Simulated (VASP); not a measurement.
All values below come from LDA (Ceperley-Alder, Perdew-Zunger), VASP's LDA PAW potentials (set 64) (plane waves; VASP 6.6.1).

A VASP calculation is set up with these files.

INCAR:
```
SYSTEM = BP
PREC = Accurate
ENCUT = 620
EDIFF = 1E-6
NELM = 100
ALGO = Normal
LREAL = .FALSE.
LASPH = .TRUE.
ISMEAR = 0
SIGMA = 0.05
LWAVE = .FALSE.
LCHARG = .FALSE.
IBRION = 2
ISIF = 3
NSW = 40
EDIFFG = -0.02
PSTRESS = 450
```

### KPOINTS
```
Regular mesh
0
Gamma
 11 11 11
```

POSCAR:
```
BP
1
    0.0000000000     2.1475477067     2.1475477067
    2.1475477067     0.0000000000     2.1475477067
    2.1475477067     2.1475477067     0.0000000000
B P
1 1
Direct
  0.0000000000   0.0000000000   0.0000000000
  0.2500000000   0.2500000000   0.2500000000
```

POTCAR, in this order: B P (LDA.64 set). Program: vasp_std.

Energy and stress use the plane-wave basis of the starting cell.

**Question.** Estimate the energy per atom (σ→0), volume per atom.

**Answer.** 
```
Quantity                       Result
---------------------  --------------
energy per atom (σ→0)  -6.970 eV/atom
volume per atom          9.42 Å³/atom
```

**OSZICAR**
```
...
DAV:   7    -0.139472164540E+02    0.21856E-06   -0.83511E-07   672   0.614E-03
   3 F= -.86480489E+01 E0= -.86480489E+01  d E =-.474038E-01
       N       E                     dE             d eps       ncg     rms          rms(c)
DAV:   1    -0.139404144684E+02    0.68022E-02   -0.47246E-04   936   0.184E-01    0.301E-02
DAV:   2    -0.139404035213E+02    0.10947E-04   -0.19122E-05  1192   0.310E-02    0.172E-02
DAV:   3    -0.139404001530E+02    0.33683E-05   -0.76995E-06  1048   0.163E-02    0.451E-03
DAV:   4    -0.139404000184E+02    0.13455E-06   -0.14000E-07   456   0.323E-03
   4 F= -.86480854E+01 E0= -.86480854E+01  d E =-.474403E-01
```

The compound is BP in the zinc blende structure. This run relaxes it under an external pressure of 45 GPa. Symmetry was kept, so distortions that lower it aren't found.
